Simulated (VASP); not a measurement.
An input for Ansatz (written as the equivalent of a VASP run, and not itself run):

Ansatz 0.2 input:
```yaml
crystal:
  lattice:
    - [-1.6250000, 1.6250000, 2.4750000]
    - [1.6250000, -1.6250000, 2.4750000]
    - [1.6250000, 1.6250000, -2.4750000]
  atoms:
    - { symbol: In, position: [0.0000000, 0.0000000, 0.0000000] }
kpoints:
  mp_grid: { grid: [14, 14, 14] }
hamiltonian:
  xc: lda
  pseudopotentials: { kind: paw }
scf:
  occupations: { method: methfessel_paxton, width: 0.1 }
  max_iter: 100
relax:
  max_steps: 60
  f_tol: 0.01
  cell: {}
output: { forces: true, stress: true, eigenvalues: true }
```

Translate this input to VASP (INCAR, KPOINTS, POSCAR, choice of POTCAR).

This is not unique; one that fits is 
**POSCAR**
```
In
1.0
 -1.6250000000   1.6250000000   2.4750000000
  1.6250000000  -1.6250000000   2.4750000000
  1.6250000000   1.6250000000  -2.4750000000
In
1
Cart
  0.0000000000   0.0000000000   0.0000000000
```

### KPOINTS
```
Automatic mesh
0
Gamma
14 14 14
0 0 0
```

**INCAR**
```
SYSTEM=In
PREC=Accurate; ENCUT=520; LREAL=F
LASPH=T
EDIFF=1E-6; NELM=100; ALGO=Normal
LMAXMIX=4
ISMEAR=1; SIGMA=0.1
IBRION=2; NSW=60; ISIF=3
EDIFFG=-0.01
LWAVE=F; LCHARG=F
```

POTCAR, in this order: In_d (LDA.64 set). Program: vasp_std.

The two are equivalent in intent, not identical: each code has its own PAW files, so the cut-off isn't converted (ENCUT is set for VASP's; basis.ecutwfc is left out, and Ansatz then takes the one that its files recommend); Ansatz stops its SCF on the density residual and VASP on the energy change (EDIFF); Ansatz's lda is the Perdew-Wang form, while the LDA potentials of VASP carry Perdew-Zunger's.

The compound is In in the bct structure. This run relaxes it. Symmetry was kept, so distortions that lower it aren't found.
